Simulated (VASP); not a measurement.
Method: PBE GGA, VASP's PBE PAW potentials (set 64) (plane waves; VASP).

Input for VASP

### KPOINTS
```
Regular mesh
0
G
  9 9 9
```

### INCAR
```
# general
SYSTEM  = YSi
PREC    = Accurate
ENCUT   = 400
LREAL   = .FALSE.
LASPH   = .TRUE.

# electronic loop
EDIFF   = 1E-6
NELM    = 100
ALGO    = Normal
LMAXMIX = 4

# smearing
ISMEAR  = 1
SIGMA   = 0.1

# functional
GGA     = PE

# ions
IBRION  = 2
NSW     = 60
ISIF    = 3
EDIFFG  = -0.01

# output
LWAVE   = .FALSE.
LCHARG  = .FALSE.
```

**POSCAR**
```
YSi
1
    3.5390629564    -0.0000000000    -0.0000000000
   -0.0000000000     3.5390629564    -0.0000000000
    0.0000000000     0.0000000000     3.5390629564
Y Si
1 1
Direct
  0.0000000000   0.0000000000   0.0000000000
  0.5000000000   0.5000000000   0.5000000000
```

POTCAR, in this order: Y_sv Si (PBE.64 set). Program: vasp_std.

The run wrote:

**OUTCAR**
```
 ion  position               nearest neighbor table
   1  0.000  0.000  0.000-   2 3.06   2 3.06   2 3.06   2 3.06   2 3.06   2 3.06   2 3.06   2 3.06
  LATTYP: Found a simple cubic cell.
 ALAT       =     3.5390629564
 Subroutine PRICEL returns:
 Original cell was already a primitive cell.
 Subroutine GETGRP returns: Found 48 space group operations
The static configuration has the point symmetry O_h .
The dynamic configuration has the point symmetry O_h .
 Subroutine INISYM returns: Found 48 space group operations
 Subroutine IBZKPT returns following result:
 Found     35 irreducible k-points:

 Following reciprocal coordinates:
            Coordinates               Weight
  0.000000  0.000000  0.000000      1.000000
  0.111111  0.000000  0.000000      6.000000
  0.222222  0.000000  0.000000      6.000000
  0.333333  0.000000  0.000000      6.000000
  0.444444  0.000000  0.000000      6.000000
  0.111111  0.111111  0.000000     12.000000
  0.222222  0.111111  0.000000     24.000000
  0.333333  0.111111  0.000000     24.000000
  0.444444  0.111111  0.000000     24.000000
  0.222222  0.222222  0.000000     12.000000
  0.333333  0.222222  0.000000     24.000000
  0.444444  0.222222  0.000000     24.000000
  0.333333  0.333333  0.000000     12.000000
  0.444444  0.333333  0.000000     24.000000
  0.444444  0.444444  0.000000     12.000000
  0.111111  0.111111  0.111111      8.000000
  0.222222  0.111111  0.111111     24.000000
  0.333333  0.111111  0.111111     24.000000
  0.444444  0.111111  0.111111     24.000000
  0.222222  0.222222  0.111111     24.000000
  0.333333  0.222222  0.111111     48.000000
  0.444444  0.222222  0.111111     48.000000
  0.333333  0.333333  0.111111     24.000000
  0.444444  0.333333  0.111111     48.000000
  0.444444  0.444444  0.111111     24.000000
  0.222222  0.222222  0.222222      8.000000
  0.333333  0.222222  0.222222     24.000000
  0.444444  0.222222  0.222222     24.000000
  0.333333  0.333333  0.222222     24.000000
  0.444444  0.333333  0.222222     48.000000
  0.444444  0.444444  0.222222     24.000000
  0.333333  0.333333  0.333333      8.000000
  0.444444  0.333333  0.333333     24.000000
  0.444444  0.444444  0.333333     24.000000
  0.444444  0.444444  0.444444      8.000000
   k-points           NKPTS =     35   k-points in BZ     NKDIM =     35   number of bands    NBANDS=     11
   number of dos      NEDOS =    301   number of ions     NIONS =      2
   total plane-waves  NPLWV =  13824
   dimension x,y,z NGX =    24 NGY =   24 NGZ =   24
   dimension x,y,z NGXF=    48 NGYF=   48 NGZF=   48
   ions per type =               1   1
   PREC   = accura    normal or accurate (medium, high low for compatibility)
   ISTART =      0    job   : 0-new  1-cont  2-samecut
   ICHARG =      2    charge: 1-file 2-atom 10-const
   ISPIN  =      1    spin polarized calculation?
   LNONCOLLINEAR =      F non collinear calculations
   LSORBIT =      F    spin-orbit coupling
   INIWAV =      1    electr: 0-lowe 1-rand  2-diag
   ENCUT  =  400.0 eV  29.40 Ry    5.42 a.u.   5.77  5.77  5.77*2*pi/ulx,y,z
   NELM   =    100;   NELMIN=  2; NELMDL= -5     # of ELM steps
   EDIFF  = 0.1E-05   stopping-criterion for ELM
   LREAL  =      F    real-space projection
   NLSPLINE    = F    spline interpolate recip. space projectors
   LMAXMIX     =    4 max onsite mixed and CHGCAR
   VOSKOWN=      0    Vosko Wilk Nusair interpolation
   EDIFFG = -.1E-01   stopping-criterion for IOM
   NSW    =     60    number of steps for IOM
   NBLOCK =      1;   KBLOCK =     60    inner block; outer block
   IBRION =      2    ionic relax: 0-MD 1-quasi-New 2-CG
   NFREE  =      1    steps in history (QN), initial steepest desc. (CG)
...
```

### OSZICAR
```
       N       E                     dE             d eps       ncg     rms          rms(c)
DAV:   1     0.252264668141E+02    0.25226E+02   -0.62963E+03   770   0.102E+03
DAV:   2    -0.116808972777E+02   -0.36907E+02   -0.35114E+02   901   0.179E+02
DAV:   3    -0.134592046324E+02   -0.17783E+01   -0.17167E+01  1079   0.278E+01
DAV:   4    -0.135126634203E+02   -0.53459E-01   -0.53076E-01   980   0.520E+00
DAV:   5    -0.135146601515E+02   -0.19967E-02   -0.19962E-02  1070   0.806E-01    0.262E+01
DAV:   6    -0.127598900708E+02    0.75477E+00   -0.17286E+00   841   0.758E+00    0.184E+01
DAV:   7    -0.127324097516E+02    0.27480E-01   -0.80178E-01  1090   0.521E+00    0.536E+00
DAV:   8    -0.127179218388E+02    0.14488E-01   -0.17714E-01   850   0.261E+00    0.450E-01
DAV:   9    -0.127157986212E+02    0.21232E-02   -0.16331E-02   876   0.792E-01    0.188E-01
DAV:  10    -0.127157122735E+02    0.86348E-04   -0.64754E-04   889   0.258E-01    0.115E-01
DAV:  11    -0.127157144480E+02   -0.21745E-05   -0.18745E-04  1036   0.851E-02    0.585E-02
DAV:  12    -0.127157117996E+02    0.26484E-05   -0.91638E-06   909   0.287E-02    0.224E-02
DAV:  13    -0.127157109273E+02    0.87230E-06   -0.53355E-06   955   0.162E-02
   1 F= -.12715711E+02 E0= -.12715043E+02  d E =-.127157E+02
```

**OUTCAR**
```
------------------------ aborting loop because EDIFF is reached ----------------------------------------
  FORCE on cell =-STRESS in cart. coord.  units (eV):
  Direction    XX          YY          ZZ          XY          YZ          ZX
  --------------------------------------------------------------------------------------
  Total        0.0116501      0.0116501      0.0116501     -0.0000000     -0.0000000      0.0000000
  in kB        0.4210913      0.4210913      0.4210913     -0.0000000     -0.0000000      0.0000000
  external PRESSURE =       0.4210913 kB  Pullay stress =       0.0000000 kB
  volume of cell :       44.33
      direct lattice vectors                 reciprocal lattice vectors
     3.539062956  0.000000000  0.000000000     0.282560670  0.000000000  0.000000000
     0.000000000  3.539062956  0.000000000     0.000000000  0.282560670  0.000000000
     0.000000000  0.000000000  3.539062956     0.000000000  0.000000000  0.282560670
 POSITION                                       TOTAL-FORCE (eV/Angst)
 -----------------------------------------------------------------------------------
      0.00000      0.00000      0.00000         0.000000      0.000000      0.000000
      1.76953      1.76953      1.76953         0.000000      0.000000      0.000000
 -----------------------------------------------------------------------------------
    total drift:                               -0.000000      0.000000      0.000000
  FREE ENERGIE OF THE ION-ELECTRON SYSTEM (eV)
  ---------------------------------------------------
  free  energy   TOTEN  =       -12.7157109273 eV

  energy  without entropy=      -12.7137070859  energy(sigma->0) =      -12.71504298

 reached required accuracy - stopping structural energy minimisation
```
(Selected blocks of OUTCAR.)

The structure was generated: YSi was put into the CsCl type type (Pm-3m), which need not be its known phase. It was relaxed first, which changed the volume by -26 %. The start is the result of an earlier pass. The electron count is odd and the run is not spin-polarised, which forces a metal.
